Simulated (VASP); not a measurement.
Computed with PBE GGA, VASP's PBE PAW potentials (set 64) (plane waves; VASP).

A VASP calculation is set up with these files.

**INCAR**
```
ALGO=Normal
EDIFF=1E-7
EDIFFG=-0.01
ENCUT=480
GGA=PE
IBRION=2
ISIF=3
ISMEAR=1
LASPH=T
LCHARG=F
LMAXMIX=4
LREAL=F
LWAVE=F
NELM=100
NSW=40
PREC=Accurate
PSTRESS=10
SIGMA=0.1
SYSTEM=In
```

KPOINTS:
```
Automatic
0
Gamma
14 14 14
```

File POSCAR:
```
In
1
   -1.6430904824     1.6430904824     2.5334199760
    1.6430904824    -1.6430904824     2.5334199760
    1.6430904824     1.6430904824    -2.5334199760
In
1
Direct
  1.0000000000   1.0000000000   0.0000000000
```

POTCAR, in this order: In_d (PBE.64 set). Program: vasp_std.

Output of the run:

**OUTCAR**
```
 ion  position               nearest neighbor table
   1  0.000  0.000  0.000-
  LATTYP: Found a body centered tetragonal cell.
 ALAT       =     3.2861809648
 C/A-ratio  =     1.5418627295
 Subroutine PRICEL returns:
 Original cell was already a primitive cell.
 Subroutine GETGRP returns: Found 16 space group operations
The static configuration has the point symmetry D_4h.
The dynamic configuration has the point symmetry D_4h.
 Subroutine INISYM returns: Found 16 space group operations
 Subroutine IBZKPT returns following result:
 Found    244 irreducible k-points:

 Following reciprocal coordinates:
            Coordinates               Weight
  0.000000  0.000000  0.000000      1.000000
  0.071429 -0.000000  0.000000      8.000000
  0.142857 -0.000000  0.000000      8.000000
  0.214286  0.000000  0.000000      8.000000
  0.285714  0.000000  0.000000      8.000000
  0.357143  0.000000 -0.000000      8.000000
  0.428571  0.000000  0.000000      8.000000
  0.500000 -0.000000  0.000000      4.000000
  0.071429  0.071429  0.000000      8.000000
  0.142857  0.071429  0.000000     16.000000
  0.214286  0.071429  0.000000     16.000000
  0.285714  0.071429  0.000000     16.000000
  0.357143  0.071429 -0.000000     16.000000
  0.428571  0.071429  0.000000     16.000000
  0.500000  0.071429  0.000000     16.000000
 -0.428571  0.071429 -0.000000     16.000000
 -0.357143  0.071429  0.000000     16.000000
 -0.285714  0.071429  0.000000     16.000000
 -0.214286  0.071429 -0.000000     16.000000
 -0.142857  0.071429 -0.000000     16.000000
 -0.071429  0.071429  0.000000      4.000000
  0.142857  0.142857  0.000000      8.000000
  0.214286  0.142857  0.000000     16.000000
  0.285714  0.142857  0.000000     16.000000
...
```

File OSZICAR:
```
       N       E                     dE             d eps       ncg     rms          rms(c)
DAV:   1     0.685097014000E+02    0.68510E+02   -0.62567E+03  4892   0.152E+03
DAV:   2     0.807376189462E-01   -0.68429E+02   -0.67454E+02  4960   0.278E+02
DAV:   3    -0.252482759916E+01   -0.26056E+01   -0.25970E+01  5702   0.635E+01
DAV:   4    -0.258352180257E+01   -0.58694E-01   -0.58679E-01  6194   0.969E+00
DAV:   5    -0.258621142380E+01   -0.26896E-02   -0.26895E-02  5960   0.169E+00    0.208E+00
DAV:   6    -0.256570104367E+01    0.20510E-01   -0.41116E-02  5628   0.439E+00    0.104E+00
DAV:   7    -0.256186206026E+01    0.38390E-02   -0.13296E-02  5720   0.232E+00    0.239E-01
DAV:   8    -0.256165138940E+01    0.21067E-03   -0.78370E-04  5800   0.557E-01    0.299E-02
DAV:   9    -0.256165732175E+01   -0.59323E-05   -0.15566E-05  6626   0.600E-02    0.131E-02
DAV:  10    -0.256165832326E+01   -0.10015E-05   -0.13188E-06  5300   0.132E-02    0.224E-03
DAV:  11    -0.256165828149E+01    0.41771E-07   -0.65003E-08  3472   0.292E-03
   1 F= -.23909009E+01 E0= -.23908256E+01  d E =-.239090E+01
       N       E                     dE             d eps       ncg     rms          rms(c)
DAV:   1    -0.264531821488E+01   -0.83660E-01   -0.21256E+00  5462   0.329E+01    0.184E+00
DAV:   2    -0.256971580036E+01    0.75602E-01   -0.17296E-01  5412   0.991E+00    0.603E-01
DAV:   3    -0.256008424633E+01    0.96316E-02   -0.32121E-02  6388   0.409E+00    0.310E-01
DAV:   4    -0.255970413640E+01    0.38011E-03   -0.72936E-04  5082   0.252E-01    0.135E-01
DAV:   5    -0.255966449485E+01    0.39642E-04   -0.14790E-04  5250   0.979E-02    0.454E-02
DAV:   6    -0.255968110279E+01   -0.16608E-04   -0.31608E-05  5310   0.468E-02    0.832E-03
DAV:   7    -0.255968016502E+01    0.93777E-06   -0.74492E-07  5424   0.845E-03    0.334E-03
DAV:   8    -0.255967997857E+01    0.18645E-06   -0.42286E-08  3128   0.182E-03    0.825E-04
DAV:   9    -0.255967994266E+01    0.35913E-07   -0.87634E-09  2682   0.137E-03
   2 F= -.23928679E+01 E0= -.23928346E+01  d E =-.196699E-02
```

OUTCAR:
```
------------------------ aborting loop because EDIFF is reached ----------------------------------------
  FORCE on cell =-STRESS in cart. coord.  units (eV):
  Direction    XX          YY          ZZ          XY          YZ          ZX
  --------------------------------------------------------------------------------------
  Total        0.1618545      0.1618545      0.1578089      0.0000000      0.0000000      0.0000000
  in kB        9.7028064      9.7028064      9.4602792      0.0000000      0.0000000      0.0000000
  external PRESSURE =      -0.3780360 kB  Pullay stress =      10.0000000 kB
  volume of cell :       26.73
      direct lattice vectors                 reciprocal lattice vectors
    -1.630197639  1.630197639  2.514187031     0.000000000  0.306711277  0.198871442
     1.630197639 -1.630197639  2.514187031     0.306711277  0.000000000  0.198871442
     1.630197639  1.630197639 -2.514187031     0.306711277  0.306711277  0.000000000
 POSITION                                       TOTAL-FORCE (eV/Angst)
 -----------------------------------------------------------------------------------
      3.26040      0.00000      0.00000         0.000000     -0.000000      0.000000
 -----------------------------------------------------------------------------------
    total drift:                                0.000000      0.000000      0.000000
  FREE ENERGIE OF THE ION-ELECTRON SYSTEM (eV)
  ---------------------------------------------------
  free  energy   TOTEN  =        -2.5596799427 eV

  energy  without entropy=       -2.5595801889  energy(sigma->0) =       -2.55964669
  enthalpy is  TOTEN    =        -2.3928678578 eV   P V=        0.1668120849

 reached required accuracy - stopping structural energy minimisation
```
(Selected blocks of OUTCAR.)

**CONTCAR**
```
In
   1.00000000000000
    -1.6301976391666440    1.6301976391666440    2.5141870306765481
     1.6301976391666440   -1.6301976391666440    2.5141870306765481
     1.6301976391666440    1.6301976391666440   -2.5141870306765481
  In
     1
Direct
     0.0000000000000000    1.0000000000000000    1.0000000000000000
```

Energy and stress use the plane-wave basis of the starting cell.

The compound is In in the bct structure. This run relaxes it under an external pressure of 1 GPa. Symmetry was kept, so distortions that lower it aren't found.
